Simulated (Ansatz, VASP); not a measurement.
**Cross-check of Rh between VASP and Ansatz**

One calculation is typed for both programs; each brings its own data sets. How far apart do they land? The cell is taken from a series of runs on this material, whose earlier steps may have relaxed, scaled, displaced or heated it; both programs get it as it stands.

Method: plane waves, with VASP 6.6.1 beside it; relaxation of cell and atoms at PBE with D3(BJ), in Ansatz 0.2.0.

### Step 1. The structure

The structure is cubic, space group Fm-3m (No. 225). Conventional cell: a = 3.800 Å, b = 3.800 Å, c = 3.800 Å, α = 90.00°, β = 90.00°, γ = 90.00°. Nearest to Rh lie 12 Rh at 2.69 Å.

Coordinates:

```
Rh
1.0
     0.00000    1.90000    1.90000
     1.90000    0.00000    1.90000
     1.90000    1.90000    0.00000
Rh
1
Direct
  0.00000 0.00000 0.00000
```

### Step 2. VASP: relaxation of cell and atoms, PBE with D3(BJ)

The relaxed volume is the usual yardstick between codes: in a stiff, nearly cubic crystal its relative difference is about their pressure difference at one cell divided by the bulk modulus.

Lines of VASP's logs that name or quote its potential files are left out, and so is its time.

Input file INCAR:

```
SYSTEM = Rh
PREC = Accurate
ENCUT = 500
EDIFF = 1E-07
NELM = 120
ISMEAR = 1
SIGMA = 0.1
LREAL = .FALSE.
ALGO = Normal
GGA = PE
IVDW = 12
NBANDS = 13
LASPH = .TRUE.
LORBIT = 11
LWAVE = .FALSE.
LCHARG = .FALSE.
ISIF = 3
IBRION = 2
NSW = 80
EDIFFG = -0.005
GGA_COMPAT = .FALSE.
NELMIN = 4
```

Input file POSCAR:

```
Rh
1.0
    0.0000000000      1.9000000000      1.9000000000
    1.9000000000      0.0000000000      1.9000000000
    1.9000000000      1.9000000000      0.0000000000
Rh
1
Direct
    0.0000000000      0.0000000000      0.0000000000
```

Input file KPOINTS:

```
Automatic mesh
0
Gamma
20 20 20
0 0 0
```

The projector-augmented-wave data sets are Rh_pv (PBE family, release 64).

Run with:

```sh
> mpirun -np 1 vasp_std
```

Numbers of over 12 decimals in the logs are rounded to 6 here.

Output:

```text
[banner, memory and clock lines left out]
running    1 mpi-ranks, on    1 nodes
 distrk:  each k-point on    1 cores,    1 groups
 distr:  one band on    1 cores,    1 groups

 POSCAR found type information on POSCAR Rh
 POSCAR found :  1 types and       1 ions
 LDA part: xc-table for (Slater+PW92), standard interpolation
 POSCAR, INCAR and KPOINTS ok, starting setup
 FFT: planning ... GRIDC
 FFT: planning ... GRID_SOFT
 FFT: planning ... GRID
 WAVECAR not read
 entering main loop
       N       E                     dE             d eps       ncg     rms          rms(c)
DAV:   1     0.117736720755E+03    0.11774E+03   -0.88180E+03  6698   0.120E+03
DAV:   2    -0.625306342140E+01   -0.12399E+03   -0.11853E+03  7021   0.352E+02
DAV:   3    -0.774504482336E+01   -0.14920E+01   -0.14891E+01  7981   0.430E+01
DAV:   4    -0.775189833822E+01   -0.68535E-02   -0.68528E-02  7626   0.300E+00
DAV:   5    -0.775197920282E+01   -0.80865E-04   -0.80856E-04  8193   0.296E-01    0.102E+01
DAV:   6    -0.726879950610E+01    0.48318E+00   -0.82436E-01  7716   0.134E+01    0.371E+00
DAV:   7    -0.725649373303E+01    0.12306E-01   -0.72016E-02  8146   0.221E+00    0.160E+00
DAV:   8    -0.725322695974E+01    0.32668E-02   -0.65342E-03  7311   0.114E+00    0.107E-01
DAV:   9    -0.725302211100E+01    0.20485E-03   -0.39208E-04  8236   0.289E-01    0.137E-02
DAV:  10    -0.725302276292E+01   -0.65192E-06   -0.13295E-05  7799   0.477E-02    0.917E-03
DAV:  11    -0.725302099260E+01    0.17703E-05   -0.47890E-07  7611   0.750E-03    0.332E-04
DAV:  12    -0.725302095224E+01    0.40357E-07   -0.53566E-09  5713   0.106E-03
   1 F= -.79018476E+01 E0= -.79018676E+01  d E =-.790185E+01
 curvature:   0.00 expect dE= 0.000E+00 dE for cont linesearch  0.000E+00
 trial: gam= 0.00000 g(F)=  0.596E-63 g(S)=  0.212E-02 ort = 0.000E+00 (trialstep = 0.100E+01)
 search vector abs. value=  0.212E-02
 bond charge predicted
       N       E                     dE             d eps       ncg     rms          rms(c)
DAV:   1    -0.733340499281E+01   -0.80384E-01   -0.12200E+00  6851   0.165E+01    0.228E+00
DAV:   2    -0.723989912194E+01    0.93506E-01   -0.18540E-01  6696   0.611E+00    0.353E-01
DAV:   3    -0.723917419508E+01    0.72493E-03   -0.25765E-03  7616   0.633E-01    0.209E-01
DAV:   4    -0.723949558553E+01   -0.32139E-03   -0.69305E-04  6896   0.328E-01    0.170E-02
DAV:   5    -0.723949259022E+01    0.29953E-05   -0.10932E-05  8386   0.439E-02    0.104E-02
DAV:   6    -0.723948485200E+01    0.77382E-05   -0.12617E-06  6936   0.154E-02    0.890E-04
DAV:   7    -0.723948504540E+01   -0.19339E-06   -0.26771E-08  4948   0.244E-03    0.404E-04
DAV:   8    -0.723948519029E+01   -0.14489E-06   -0.22835E-09  3713   0.734E-04    0.298E-05
DAV:   9    -0.723948518373E+01    0.65534E-08   -0.19092E-10  3603   0.180E-04
   2 F= -.79002893E+01 E0= -.79002930E+01  d E =0.155838E-02
 trial-energy change:    0.001558  1 .order    0.001606   -0.002119    0.005332
 step:   0.2924(harm=  0.2844)  dis= 0.00000  next Energy=    -7.902159 (dE=-0.311E-03)
 bond charge predicted
       N       E                     dE             d eps       ncg     rms          rms(c)
DAV:   1    -0.729689275322E+01   -0.57408E-01   -0.61990E-01  6786   0.119E+01    0.151E+00
DAV:   2    -0.725012144766E+01    0.46771E-01   -0.94705E-02  6726   0.432E+00    0.295E-01
DAV:   3    -0.724975819924E+01    0.36325E-03   -0.12735E-03  7391   0.443E-01    0.163E-01
DAV:   4    -0.724986008954E+01   -0.10189E-03   -0.32744E-04  6936   0.229E-01    0.124E-02
DAV:   5    -0.724986188661E+01   -0.17971E-05   -0.70749E-06  8391   0.362E-02    0.772E-03
DAV:   6    -0.724986312656E+01   -0.12399E-05   -0.44990E-07  6911   0.937E-03    0.104E-03
DAV:   7    -0.724986294586E+01    0.18070E-06   -0.58059E-09  4458   0.111E-03    0.297E-04
DAV:   8    -0.724986289184E+01    0.54023E-07   -0.84564E-10  3588   0.381E-04
   3 F= -.79021617E+01 E0= -.79021768E+01  d E =-.314097E-03
 curvature:  -0.14 expect dE=-0.417E-08 dE for cont linesearch -0.417E-08
 trial: gam= 0.00000 g(F)=  0.469E-63 g(S)=  0.294E-07 ort =-0.789E-05 (trialstep = 0.858E+00)
 search vector abs. value=  0.295E-07
 reached required accuracy - stopping structural energy minimisation
```

Parts of OUTCAR (step 2):

```text
ion  position               nearest neighbor table
   1  0.000  0.000  0.000-

  LATTYP: Found a face centered cubic cell.
 ALAT       =     3.8000000000

 Subroutine GETGRP returns: Found 48 space group operations
 (whereof 48 operations were pure point group operations)

The static configuration has the point symmetry O_h .

 Found    256 irreducible k-points:

   k-points           NKPTS =    256   k-points in BZ     NKDIM =    256   number of bands    NBANDS=     13

   dimension x,y,z NGX =    20 NGY =   20 NGZ =   20
   dimension x,y,z NGXF=    40 NGYF=   40 NGZF=   40

   ENCUT  =  500.0 eV  36.75 Ry    6.06 a.u.   4.90  4.90  4.90*2*pi/ulx,y,z

   NELECT =      15.0000    total number of electrons

 k-points in reciprocal lattice and weights: Automatic mesh
   0.00000000  0.00000000  0.00000000       0.000
   0.05000000  0.00000000  0.00000000       0.001
   0.10000000  0.00000000  0.00000000       0.001
   0.15000000  0.00000000  0.00000000       0.001
   0.20000000  0.00000000  0.00000000       0.001
   0.25000000  0.00000000  0.00000000       0.001
   0.30000000  0.00000000  0.00000000       0.001
   0.35000000  0.00000000  0.00000000       0.001
   0.40000000  0.00000000  0.00000000       0.001
[...]
-0.30000000  0.50000000  0.20000000       0.002
  -0.25000000  0.50000000  0.25000000       0.001

 Edisp (eV)   -0.66080

 average (electrostatic) potential at core
       1 -70.6630

 E-fermi :  12.0468

 k-point     1 :       0.0000    0.0000    0.0000
  band No.  band energies     occupation
    ...
      5       8.9272      2.00000
      6       8.9272      2.00000
      7       8.9272      2.00000
      8      11.0384      2.00000
      9      11.0384      2.00000
     10      28.0294      0.00000
     11      32.5523      0.00000
     12      33.5338      0.00000
     13      33.5338      0.00000

 k-point     2 :       0.0500    0.0000    0.0000
  band No.  band energies     occupation
    ...
      5       8.8813      2.00000
      6       8.9675      2.00000
      7       8.9675      2.00000
      8      11.0154      2.00000
      9      11.0154      2.00000
     10      28.1792      0.00000
     11      32.5512      0.00000
     12      32.9518      0.00000
     13      33.6835      0.00000

 k-point     3 :       0.1000    0.0000    0.0000
  band No.  band energies     occupation
    ...
      5       8.7619      2.00000
      6       9.0759      2.00000
      7       9.0759      2.00000
      8      10.9618      2.00000
      9      10.9618      2.00000
     10      28.5898      0.00000
     11      31.6844      0.00000
     12      32.5545      0.00000
     13      34.1206      0.00000

 Edisp (eV)   -0.65230

  Total       0.00045     0.00045     0.00045     0.00000    -0.00000     0.00000
  in kB       0.05288     0.05288     0.05288     0.00000    -0.00000     0.00000
  external pressure =        0.05 kB  Pullay stress =        0.00 kB

  energy-cutoff  :      500.00
  volume of cell :       13.65
      direct lattice vectors                 reciprocal lattice vectors
    -0.000000000  1.896757135  1.896757135    -0.263607813  0.263607813  0.263607813
     1.896757135  0.000000000  1.896757135     0.263607813 -0.263607813  0.263607813
     1.896757135  1.896757135  0.000000000     0.263607813  0.263607813 -0.263607813

 POSITION                                       TOTAL-FORCE (eV/Angst)
 -----------------------------------------------------------------------------------
     -0.00000      0.00000      0.00000         0.000000     -0.000000     -0.000000
 -----------------------------------------------------------------------------------
    total drift:                                0.000000     -0.000000      0.000000

  FREE ENERGIE OF THE ION-ELECTRON SYSTEM (eV)
  ---------------------------------------------------
  free  energy   TOTEN  =        -7.9021617407 eV

  energy  without entropy=       -7.9022070375  energy(sigma->0) =       -7.90217684

 reached required accuracy - stopping structural energy minimisation

 total charge
# of ion       s       p       d       tot
------------------------------------------
    1        0.416   6.305   7.081  13.801

[... 3 further parts left out ...]
```

### Step 3. Ansatz: relaxation of cell and atoms, PBE with D3(BJ)

Ansatz runs on its default PAW (the set named soft_2) files.

The same cell, functional, mesh and smearing now go to Ansatz, which takes its cutoff from its data sets.

Input file input.yaml:

```yaml
crystal:
  lattice:
    - [0.0, 1.9, 1.9]
    - [1.9, 0.0, 1.9]
    - [1.9, 1.9, 0.0]
  atoms:
    - { symbol: Rh, position: [0.0, 0.0, 0.0] }
hamiltonian:
  xc: pbe
  dispersion: d3bj
kpoints:
  mp_grid: { grid: [20, 20, 20] }
scf:
  occupations: { method: methfessel_paxton, width: 0.1 }
  convergence: { dr2_threshold: 1.0e-09 }
relax:
  cell: {}
  f_tol: 0.005
```

Run with:

```sh
> ansatz run input.yaml --threads 2 --pin off --max-ram 4096MiB --backend cpu --events-out ev --progress --plain --runs-dir out
```

Output:

```text
Warning: relax.cell: scf.convergence.dr2_threshold = 1e-9 eV is looser than the 1e-10 eV advised for a relaxation that steers and ends on the stress (1e-10 eV for each atom of the cell: 1). What an SCF threshold leaves in a stress goes as its square root, and in the free energy as the threshold itself, and one threshold admits the most on a small cell: [figures from the program's tests cut] Set scf.convergence.dr2_threshold to 1e-10 eV or tighter. The threshold is an SCF's pass mark: one that does not reach it within its budget of iterations ends unconverged, or closes short of it on a stop that the run arms, and scf.convergence.dr2_threshold's page says what that costs each kind of run
Engine: ansatz 0.2.0, aarch64-unknown-linux-gnu
Pseudopotentials: kind: paw
Pseudopotential: Rh, paw, valence charge 17, recommended cutoff 420 eV (normal), Rh.paw.azcp
Functional definition: PBE
  parameter kappa = 0.804
  parameter beta = 0.066725
  exchange = pbe_x(kappa = kappa, mu = beta*pi^2/3)
  correlation = pbe_c(beta = beta)
Crystal: 1 atoms, lattice volume = 13.718 Å³
Basis set: ecut = 420 eV, 283 PW (Γ), exchange–correlation on 36×36×36 points (8 copies of the dense FFT grid, shifted against one another)
Bands: 13, of which v1, the nominal top of the filled ones, is band 9 counted from 1 (8 counted from 0)
Symmetry: 48 space group operations
Space group: Fm-3m (ITA 225), of the structure as read, at distance tolerance 2.4e-5 Å
k-points: 256 of 8000
Non-local potential: Rh, projectors of the file, l = 0: 3, l = 1: 2, l = 2: 2, l = 3: 1
PAW form: soft (Blöchl's): semilocal exchange-correlation on the pseudo side does not see the compensation charge
PAW one-centre angular grid: Rh, 590 points (default); XC on 64 Gauss nodes
Initial density: superposition of atomic densities (neutral atoms: chi_scale 0, normalization atom), corrected by the library's trained network
Initial wavefunctions: pseudopotential atomic-orbital guess
Functional: x = pbe(κ = 0.804, μ = 0.219515), c = pbe(β = 0.066725)
SCF iter   1: F=—  HF=-6403.532651 eV  |F-HF|=—  |Δ(HF+E_count)|=         —  Δρ=3.00e-3  dr2=3.99e-4  ethr=1.77e-3  ⟨swp⟩=5.0  Hψ=18420  notcnv=0
preconditioner: auto → none  [metal: Δε(μ)=0.002 eV  Ē_g=14.037 eV  σ=0.100 eV  W_gap=0.01  n_scr=0 (ndim 8)  ℏωp=30.1 eV  f_vac=0.000  D(μ)=1.14/eV (n_scr^D=14)]
SCF iter   2: F=—  HF=-6403.532763 eV  |F-HF|=—  |Δ(HF+E_count)|=   1.12e-4  S|Δr|=    0.00e0  Δρ=1.51e-3  dr2=6.87e-5  ethr=2.35e-6  ⟨swp⟩=2.7  Hψ=7336  notcnv=0
SCF iter   3: F=—  HF=-6403.532791 eV  |F-HF|=—  |Δ(HF+E_count)|=   2.77e-5  S|Δr|=    0.00e0  Δρ=7.98e-4  dr2=1.40e-5  ethr=4.04e-7  ⟨swp⟩=2.4  Hψ=4860  notcnv=0
SCF iter   4: F=—  HF=-6403.532807 eV  |F-HF|=—  |Δ(HF+E_count)|=   1.63e-5  S|Δr|=    0.00e0  Δρ=3.48e-4  dr2=3.02e-6  ethr=8.23e-8  ⟨swp⟩=2.6  Hψ=4946  notcnv=0
SCF iter   5: F=—  HF=-6403.532811 eV  |F-HF|=—  |Δ(HF+E_count)|=   3.51e-6  S|Δr|=    0.00e0  Δρ=7.86e-5  dr2=2.12e-7  ethr=1.78e-8  ⟨swp⟩=2.2  Hψ=4484  notcnv=0
SCF iter   6: F=—  HF=-6403.532811 eV  |F-HF|=—  |Δ(HF+E_count)|=   3.96e-7  S|Δr|=    0.00e0  Δρ=7.86e-6  dr2=1.37e-9  ethr=1.25e-9  ⟨swp⟩=2.1  Hψ=4587  notcnv=0
SCF iter   7: F=-6403.532811 eV  HF=-6403.532811 eV  |F-HF|=2.73e-12  |Δ(HF+E_count)|=   2.71e-9  S|Δr|=    0.00e0  Δρ=1.14e-6  dr2=3.25e-11  ethr=5.88e-12  ⟨swp⟩=4.0  Hψ=10965  notcnv=0
SCF 1 converged in 7 iterations: F = -6403.532811 eV  dr2 = 3.25e-11
  greatest PAW one-centre occupation: 1.000 electrons in one spin orbital (limit 2), on the Rh atom at site 0 (counted from 0), in its partial waves of l = 0
relax step   1: F+E_penalty+E_count = -6403.53281093 eV  Δ(F+E_penalty+E_count) = +0.000e0 eV  max|allowed force component| = 0.000e0 eV/Å  Δτ_max = 0.0000 Å  P = -1.516 GPa  Ω = 13.718 Å³  (7 SCF iters, accepted)
[...]
relax step   2: F+E_penalty+E_count = -6403.53303129 eV  Δ(F+E_penalty+E_count) = -2.204e-4 eV  max|allowed force component| = 0.000e0 eV/Å  Δτ_max = 0.0000 Å  P = +1.252 GPa  Ω = 13.584 Å³  energy of the carried Pulay correction = +9.772e-5 eV  (5 SCF iters, accepted)
[...]
relax step   3: F+E_penalty+E_count = -6403.53321975 eV  Δ(F+E_penalty+E_count) = -1.885e-4 eV  max|allowed force component| = 0.000e0 eV/Å  Δτ_max = 0.0000 Å  P = -0.014 GPa  Ω = 13.644 Å³  energy of the carried Pulay correction = +5.365e-5 eV  (5 SCF iters, accepted)
[...]
relax step   4: F+E_penalty+E_count = -6403.53317070 eV  Δ(F+E_penalty+E_count) = +4.905e-5 eV  max|allowed force component| = 0.000e0 eV/Å  Δτ_max = 0.0000 Å  P = -0.013 GPa  Ω = 13.644 Å³  stress off target by 1.27e-2 GPa  SCF on the basis re-selected at this cell (its energy is not comparable with the rows above)  (3 SCF iters)
basis re-selected at this cell: Δ(F+E_penalty+E_count) = +4.905e-5 eV, ΔP = +0.001 GPa vs the last step (what re-selecting the basis moved, of the pressure what is left beyond the Pulay correction that the steps carried, after the strain that the cell walked since its last selection, with what the two solves' SCF thresholds leave and, on support functions, any second-order correction that the steps lacked; it is no measure of the basis error at this ecutwfc). This SCF's stress stands 1.27e-2 GPa from its target on what of the cell is left free (relax.cell.stress_tol is 5.00e-2 GPa) and its largest allowed force component is 0.00e0 eV/Å (relax.f_tol is 5.00e-3 eV/Å): [rest of the remark cut]
SCF converged after 3 iterations
Stability not checked: this state was not tested for a lower state beside it, because cold or Methfessel-Paxton smearing, or corrected tetrahedra, fill the levels in a way that the test cannot read (fill_not_monotonic; see scf.lower_state_search)
Free energy (F): -6403.533171 eV
Harris-Foulkes:  -6403.533171 eV  (|F-HF|=2.00e-11)
Internal energy: -6403.533209 eV  (E = F + TS)
E sigma→0 (E₀):  -6403.533180 eV
Entropy (-TS):   0.000038 eV (0.038 meV/atom)
Fermi energy:    22.622988 eV
--- Per-component energies (eV) ---
  E_band       = -81.901468
  E_kinetic    = 573.846666
  E_local      = -1554.015080  (includes V_loc(G=0)·N_el)
  E_nonlocal   = 354.522554
  E_hartree    = 546.871604
  E_xc         = -222.169103
  E_vxc        = -278.941439  (∫ρ·V_xc dr)
  E_paw        = -3586.895812  (= ΣΔE_a)
  E_vpaw       = -271.057636  (= ΣTr[D̂ρ^β])
  E_aug_tail   = 0.000836  (compensation charges beyond the density's cutoff)
  E_ewald      = -2515.042210
  E_disp       = -0.652663  (pairwise vdW)
  E_smearing   = 0.000038  (= −TS)
  E_closure    = -0.000000  (closes the sum)
  Σ components = -6403.533171   (vs F -6403.533171, Δ=0.00e0)
--- Forces (eV/Å), atoms counted from 1 ---
  atom   1  Rh    -0.00000000     0.00000000    -0.00000000
  max |Σ_I F_I| component: 2.96e-31 eV/Å
--- Stress (GPa, compression-positive) ---
       -0.012714      -0.000000      -0.000000
       -0.000000      -0.012714      -0.000000
       -0.000000      -0.000000      -0.012714
  P = ⅓ Tr σ = -0.0127 GPa (-0.127 kbar)
--- Relaxed structure (3 steps of the walk, 3 accepted, 1 SCFs on fresh bases) ---
  F+E_penalty+E_count = -6403.53317070 eV   max|allowed force component| = 0.000e0 eV/Å   (the final SCF, on the basis selected at the relaxed cell)
  cell:  # Å, volume = 13.6440 Å³
    - [0, 1.896578, 1.896578]
    - [1.896578, 0, 1.896578]
    - [1.896578, 1.896578, 0]
  atoms:
    - { symbol: Rh, position: [0.0, 0.0, 0.0] }
```

### Step 4. Differences

Known differences besides the potentials themselves: the data sets hold 17 valence electrons in Ansatz (on its default PAW (the set named soft_2) files) and 15 in VASP; the cutoff is 420 eV in Ansatz and 500 eV in VASP; Ansatz adds a Pulay correction to the stress that steers its cell, VASP none. Total energies have different zeros and are not compared.

The two programs side by side:

| quantity | Ansatz | VASP | difference |
| --- | --- | --- | --- |
| volume (Å³) | 13.64 | 13.65 | -0.03 % |
| edge a after relaxation, in the typed setting (Å) | 2.682 | 2.682 | -0.01 % |

### Step 5. Summary of results

```json
{"difference in volume (relaxation of cell and atoms, PBE with D3(BJ))": "-0.028 %"}
```

What this shows: The difference in volume is -0.028 % (relaxation of cell and atoms, PBE with D3(BJ)), within the 1.2 % picked in this series as the mark of a large difference, as far as the stopping tolerances let one tell. The data sets hold unlike numbers of valence electrons (17 in Ansatz and 15 in VASP), so part of the differences comes from the potentials. Such differences can come from data sets, numerical settings and the points named under the comparisons, not from the functional's error against experiment.

[Lines on the potential files, build, host, timing and source positions are cut from VASP's logs without a mark.]

[Logs are printed without paths, hosts, clocks, repeated set-up lines and the standing remarks that a program may print on its own settings, such as how far it seeks lower states.]

[Hosts, paths, dates, database ids (printed as entryN), source tags and the programs' standing remarks are cut or masked in the printed files.]
